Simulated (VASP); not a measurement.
Crystal: InAs.

```
In As
1.0
     0.00000    3.02900    3.02900
     3.02900    0.00000    3.02900
     3.02900    3.02900    0.00000
In As
1 1
Direct
  0.00000 0.00000 0.00000
  0.25000 0.25000 0.25000
```

Base run:

```yaml
Program: VASP 6.6.1
Functional: PBEsol
Potentials_or_basis: VASP PAW PBE potentials, release 64 (In_d, As)
Cutoff: 520 eV
k_mesh: 8 × 8 × 8
Occupations: fermi-dirac, width 0.02 eV
Spin: non-collinear spin, zero start, spin-orbit coupling
Starting_moments: "[[0.0, 0.0, 0.0], [0.0, 0.0, 0.0]] μB"
```

Its results: pressure 0.9 GPa; net moment 0.00 μB per cell.

Q: The run is repeated on the same cell with these changes: functional from PBEsol to LDA; potentials or basis from VASP PAW PBE potentials, release 64 (In_d, As) to VASP PAW LDA potentials, release 64 (In_d, As). What comes out?

A: Pressure -0.8 GPa; net moment 0.00 μB per cell.

Caveats: the PAW data sets were made with another functional, which shifts forces and pressure a little (some runs).
